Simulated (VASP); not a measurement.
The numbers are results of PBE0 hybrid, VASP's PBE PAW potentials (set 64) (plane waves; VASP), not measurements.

VASP ran on this input.

KPOINTS:
```
Automatic mesh
0
Gamma
8 8 8
0 0 0
```

INCAR:
```
SYSTEM = BAs
PREC = Accurate
ENCUT = 520
EDIFF = 1E-6
NELM = 60
ALGO = Normal
LREAL = .FALSE.
LASPH = .TRUE.
ISMEAR = 0
SIGMA = 0.05
GGA = PE
AEXX = 0.25
HFRCUT = -1
LHFCALC = .TRUE.
PRECFOCK = Fast
ISYM = 3
LMAXMIX = 4
LWAVE = .FALSE.
LCHARG = .FALSE.
ISIF = 2
```

**POSCAR**
```
BAs
1
    0.0000000000     2.3590564192     2.3590564192
    2.3590564192     0.0000000000     2.3590564192
    2.3590564192     2.3590564192     0.0000000000
B As
1 1
Direct
  0.0000000000   0.0000000000   0.0000000000
  0.2500000000   0.2500000000   0.2500000000
```

POTCAR, in this order: B As (PBE.64 set). Program: vasp_std. Read from the step before: WAVECAR.

Output

File OUTCAR:
```
 ion  position               nearest neighbor table
   1  0.000  0.000  0.000-   2 2.04   2 2.04   2 2.04   2 2.04
   2  0.250  0.250  0.250-   1 2.04   1 2.04   1 2.04   1 2.04
  LATTYP: Found a face centered cubic cell.
 ALAT       =     4.7181128384
 Subroutine PRICEL returns:
 Original cell was already a primitive cell.
 Subroutine GETGRP returns: Found 24 space group operations
The static configuration has the point symmetry T_d .
The dynamic configuration has the point symmetry T_d .
 Subroutine INISYM returns: Found 24 space group operations
 Subroutine IBZKPT returns following result:
 Found     29 irreducible k-points:

 Following reciprocal coordinates:
            Coordinates               Weight
  0.000000  0.000000  0.000000      1.000000
  0.125000  0.000000  0.000000      8.000000
  0.250000  0.000000  0.000000      8.000000
  0.375000  0.000000  0.000000      8.000000
  0.500000  0.000000  0.000000      4.000000
  0.125000  0.125000  0.000000      6.000000
  0.250000  0.125000  0.000000     24.000000
  0.375000  0.125000  0.000000     24.000000
  0.500000  0.125000  0.000000     24.000000
 -0.375000  0.125000  0.000000     24.000000
 -0.250000  0.125000  0.000000     24.000000
 -0.125000  0.125000  0.000000     12.000000
  0.250000  0.250000  0.000000      6.000000
  0.375000  0.250000  0.000000     24.000000
  0.500000  0.250000  0.000000     24.000000
 -0.375000  0.250000  0.000000     24.000000
 -0.250000  0.250000  0.000000     12.000000
  0.375000  0.375000  0.000000      6.000000
  0.500000  0.375000  0.000000     24.000000
 -0.375000  0.375000  0.000000     12.000000
  0.500000  0.500000  0.000000      3.000000
  0.375000  0.250000  0.125000     24.000000
  0.500000  0.250000  0.125000     48.000000
 -0.375000  0.250000  0.125000     24.000000
  0.500000  0.375000  0.125000     24.000000
 -0.375000  0.375000  0.125000     48.000000
 -0.250000  0.375000  0.125000     24.000000
 -0.375000  0.500000  0.125000     12.000000
 -0.250000  0.500000  0.250000      6.000000
 Subroutine IBZKPT_HF returns following result:
   k-points           NKPTS =     29   k-points in BZ     NKDIM =    512   number of bands    NBANDS=      8
   number of dos      NEDOS =    301   number of ions     NIONS =      2
   total plane-waves  NPLWV =  21952
   dimension x,y,z NGX =    28 NGY =   28 NGZ =   28
   dimension x,y,z NGXF=    56 NGYF=   56 NGZF=   56
   ions per type =               1   1
   PREC   = accura    normal or accurate (medium, high low for compatibility)
   ISTART =      1    job   : 0-new  1-cont  2-samecut
   ICHARG =      0    charge: 1-file 2-atom 10-const
   ISPIN  =      1    spin polarized calculation?
   LNONCOLLINEAR =      F non collinear calculations
   LSORBIT =      F    spin-orbit coupling
   INIWAV =      1    electr: 0-lowe 1-rand  2-diag
   ENCUT  =  520.0 eV  38.22 Ry    6.18 a.u.   6.20  6.20  6.20*2*pi/ulx,y,z
   NELM   =     60;   NELMIN=  2; NELMDL=  0     # of ELM steps
   EDIFF  = 0.1E-05   stopping-criterion for ELM
   LREAL  =      F    real-space projection
   NLSPLINE    = F    spline interpolate recip. space projectors
   LMAXMIX     =    4 max onsite mixed and CHGCAR
   VOSKOWN=      0    Vosko Wilk Nusair interpolation
   EDIFFG = 0.1E-04   stopping-criterion for IOM
   NSW    =      0    number of steps for IOM
   NBLOCK =      1;   KBLOCK =      1    inner block; outer block
   IBRION =     -1    ionic relax: 0-MD 1-quasi-New 2-CG
   NFREE  =      0    steps in history (QN), initial steepest desc. (CG)
   ISIF   =      2    stress and relaxation
   ISYM   =      3    0-nonsym 1-usesym 2-fastsym
   TEIN   =    0.0    initial temperature
   TEBEG  =    0.0;   TEEND  =   0.0 temperature during run
...
```

OSZICAR:
```
       N       E                     dE             d eps       ncg     rms          rms(c)
DAV:   1    -0.141569692046E+02   -0.14157E+02   -0.49750E-01   592   0.624E+00    0.248E+00
DAV:   2    -0.141603054376E+02   -0.33362E-02   -0.65654E-03   608   0.628E-01    0.164E+00
DAV:   3    -0.141596526045E+02    0.65283E-03   -0.71978E-04   528   0.205E-01    0.964E-01
DAV:   4    -0.141594291819E+02    0.22342E-03   -0.15000E-04   592   0.998E-02    0.556E-01
DAV:   5    -0.141593507571E+02    0.78425E-04   -0.31550E-05   640   0.497E-02    0.317E-01
DAV:   6    -0.141593243735E+02    0.26384E-04   -0.10784E-05   584   0.274E-02    0.180E-01
DAV:   7    -0.141593163140E+02    0.80594E-05   -0.36751E-06   528   0.161E-02    0.102E-01
DAV:   8    -0.141593140929E+02    0.22211E-05   -0.10283E-06   272   0.945E-03    0.582E-02
DAV:   9    -0.141593136537E+02    0.43925E-06   -0.38070E-07   248   0.603E-03
   1 F= -.14159314E+02 E0= -.14159314E+02  d E =-.250698E-17
```

File OUTCAR:
```
------------------------ aborting loop because EDIFF is reached ----------------------------------------
  FORCE on cell =-STRESS in cart. coord.  units (eV):
  Direction    XX          YY          ZZ          XY          YZ          ZX
  --------------------------------------------------------------------------------------
  Total        0.8366919      0.8366919      0.8366919      0.0000000      0.0000000      0.0000000
  in kB       51.0541648     51.0541648     51.0541648      0.0000000      0.0000000      0.0000000
  external PRESSURE =      51.0541648 kB  Pullay stress =       0.0000000 kB
  volume of cell :       26.26
      direct lattice vectors                 reciprocal lattice vectors
     0.000000000  2.359056419  2.359056419    -0.211949149  0.211949149  0.211949149
     2.359056419  0.000000000  2.359056419     0.211949149 -0.211949149  0.211949149
     2.359056419  2.359056419  0.000000000     0.211949149  0.211949149 -0.211949149
  FREE ENERGIE OF THE ION-ELECTRON SYSTEM (eV)
  ---------------------------------------------------
  free  energy   TOTEN  =       -14.1593136537 eV

  energy  without entropy=      -14.1593136537  energy(sigma->0) =      -14.15931365

  exchange ACFDT corr.  =         0.00000000  see jH, gK, PRB 81, 115126
```
(Selected blocks of OUTCAR.)

The compound is BAs in the zinc blende structure. This cell is one point of a volume scan, at 0.94 of the reference volume. The cell's shape comes from a PBE relaxation.
